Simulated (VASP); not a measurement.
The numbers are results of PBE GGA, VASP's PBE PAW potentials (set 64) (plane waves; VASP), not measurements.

VASP ran on this input.

**INCAR**
```
SYSTEM = ZrS2
PREC = Accurate
ENCUT = 300
EDIFF = 1E-6
NELM = 100
ALGO = Normal
LREAL = .FALSE.
LASPH = .TRUE.
ISMEAR = 0
SIGMA = 0.1
GGA = PE
LMAXMIX = 4
LWAVE = .FALSE.
LCHARG = .FALSE.
ISIF = 2
```

### POSCAR
```
ZrS2
1
    3.6600000000     0.0000000000     0.0000000000
   -1.8300000000     3.1696530000     0.0000000000
    0.0000000000     0.0000000000    18.7300000000
Zr S
2 4
Direct
  0.0000000000   0.0000000000   0.3446340000
  0.0000000000   0.0000000000   0.6553660000
  0.3333330000   0.6666670000   0.4223170000
  0.6666670000   0.3333330000   0.2669510000
  0.3333330000   0.6666670000   0.7330490000
  0.6666670000   0.3333330000   0.5776830000
```

**KPOINTS**
```
Automatic
0
gamma
 5 5 1
```

POTCAR, in this order: Zr_sv S (PBE.64 set). Program: vasp_std.

The cell holds a wide vacuum, so values per volume refer to the whole cell.

Predict the energy per atom (σ→0), largest force.

The energy per atom (σ→0) is -7.126 eV/atom. The largest force comes out as 0.068 eV/Å.

OSZICAR:
```
...
DAV:  13    -0.427553763902E+02   -0.23994E-04   -0.10603E-04   332   0.366E-02    0.241E-02
DAV:  14    -0.427555605021E+02   -0.18411E-03   -0.67392E-05   308   0.277E-02    0.153E-02
DAV:  15    -0.427557790031E+02   -0.21850E-03   -0.14797E-05   284   0.156E-02    0.176E-02
DAV:  16    -0.427558846409E+02   -0.10564E-03   -0.82285E-06   276   0.103E-02    0.109E-02
DAV:  17    -0.427559267058E+02   -0.42065E-04   -0.15852E-06   236   0.591E-03    0.269E-03
DAV:  18    -0.427559360020E+02   -0.92962E-05   -0.46918E-07   212   0.288E-03    0.203E-03
DAV:  19    -0.427559368878E+02   -0.88584E-06   -0.88037E-08   188   0.138E-03
   1 F= -.42755937E+02 E0= -.42755937E+02  d E =-.700772E-15
```

The cell is a sheet with vacuum, built from a generated structure.
